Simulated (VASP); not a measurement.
A convergence study with VASP on GaSb (zinc blende): one setting is varied, all else stays as given below, so the limit is that of these other settings. The cell's lengths are 1 % over those of the tabulated start and one atom is moved, so it is off equilibrium.

```
GaSb
1.0
    0.00000     3.08050     3.08050
    3.08050     0.00000     3.08050
    3.08050     3.08050     0.00000
Ga Sb
1 1
Cartesian
  0.00000   0.00000   0.00000
  1.60085   1.54025   1.54025
```

All values below come from LDA (Ceperley-Alder, Perdew-Zunger), VASP's LDA PAW potentials (set 64) (plane waves; VASP). The tightest run used: 1000 eV cut-off, 8×8×8 Γ-centred mesh, Gaussian smearing of 0.050 eV, potentials Ga_d Sb.

Unless said otherwise, spin-orbit coupling is left out, though it shifts the bands of the heavy elements here. Gaps are read on the run's mesh, which can miss a band edge.

**Question.** The settings run are ENCUT = 150; ENCUT = 250; ENCUT = 350; ENCUT = 450; ENCUT = 550; ENCUT = 600; ENCUT = 650; ENCUT = 700; ENCUT = 750; ENCUT = 800; ENCUT = 850; ENCUT = 1000. From which on does the energy per atom stay within 0.005 eV/atom of the tightest run?

**Answer.** From ENCUT = 350 on: it is off by 0.0002 there and by no more than 0.005 in any finer run, while ENCUT = 250 is off by 0.0092.
```tsv
setting	E (eV/atom)	pressure (GPa)	gap on the mesh (eV)	plane waves	difference judged (eV/atom)
ENCUT = 150	-0.6093	-164.54	0.077	259	3.7054
ENCUT = 250	-4.3055	-5.03	0.165	544	0.0092
ENCUT = 350	-4.3149	-2.57	0.165	893	0.0002
ENCUT = 450	-4.3146	-2.52	0.165	1283	0.0001
ENCUT = 550	-4.3147	-2.47	0.165	1727	0.0000
ENCUT = 600	-4.3147	-2.48	0.165	1964	0.0000
ENCUT = 650	-4.3147	-2.47	0.165	2229	0.0000
ENCUT = 700	-4.3147	-2.46	0.165	2481	0.0000
ENCUT = 750	-4.3147	-2.46	0.165	2764	0.0000
ENCUT = 800	-4.3147	-2.46	0.165	3028	0.0000
ENCUT = 850	-4.3147	-2.46	0.165	3327	0.0000
ENCUT = 1000	-4.3147	-2.46	0.165	4279	0.0000
```

Left out are rungs that failed or repeat a setting and relaxations that didn't move; long series are thinned to 24 rows.

The compound is GaSb in the zinc blende structure. The cell was not relaxed at this level, it is distorted from the ideal structure.
